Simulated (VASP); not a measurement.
Given:

```xyz
4
Lattice="3.9003 0.0000 0.0000 -1.9502 3.3778 0.0000 0.0000 0.0000 6.4319" Properties=species:S:1:pos:R:3 pbc="T T T"
Si     1.9502     1.1259     5.6253
Si     0.0000     2.2518     2.4094
Ge     1.9502     1.1259     3.2185
Ge     0.0000     2.2518     0.0026
```

These are PBEsol GGA, VASP's PBE PAW potentials (set 64) (plane waves; VASP) values and carry that method's errors. Numerical set-up: 400 eV cut-off, 7×7×4 Γ-centred mesh, tetrahedra with Blöchl corrections, potentials Si Ge_d.

**Question.** The job: SiGe (space group P6_3mc), 4 atoms, PBEsol, static run, 400 eV, 7×7×4 Γ-centred mesh. Roughly how much core time does it take on a busy server core?

**Answer.** About 30 core-seconds (one run on a shared machine, a rough figure). It had 24 irreducible k-points, 22 bands, up to 1553 plane waves and 14 electronic steps.

The structure comes from a computed database's SiGe entry (P6_3mc); how it stands against other phases isn't given here. It was relaxed first.
